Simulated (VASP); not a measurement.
Computed with PBE GGA, VASP's PBE PAW potentials (set 64) (plane waves; VASP).

VASP ran on this input.

INCAR:
```
ALGO = Normal
EDIFF = 1E-7
ENCUT = 480
GGA = PE
ISIF = 2
ISMEAR = 0
LASPH = .True.
LCHARG = .False.
LMAXMIX = 4
LREAL = .False.
LWAVE = .False.
NELM = 100
PREC = Accurate
SIGMA = 0.05
SYSTEM = CdSe
```

POSCAR:
```
CdSe
1
    0.0000000000     3.0956650791     3.0956650791
    3.0956650791     0.0000000000     3.0956650791
    3.0956650791     3.0956650791     0.0000000000
Cd Se
1 1
Direct
  1.0000000000   0.0000000000   1.0000000000
  0.2500000000   0.2500000000   0.2500000000
```

**KPOINTS**
```
Automatic mesh
0
Gamma
8 8 8
0 0 0
```

POTCAR, in this order: Cd Se (PBE.64 set). Program: vasp_std.

**Question.** What will the output report for the number of irreducible k-points (NKPTS), number of bands (NBANDS), largest plane-wave count, number of space-group operations, FFT grid (NGX, NGY, NGZ)?

**Answer.** 
```json
{
 "number of irreducible k-points (NKPTS)": "29",
 "number of bands (NBANDS)": "13",
 "largest_plane_wave_count": "1428",
 "number_of_space_group_operations": "24",
 "FFT grid (NGX, NGY, NGZ)": "32 × 32 × 32"
}
```

The compound is CdSe in the zinc blende structure, whereas wurtzite is the usual form. It was relaxed first, which changed the volume by +7 %.
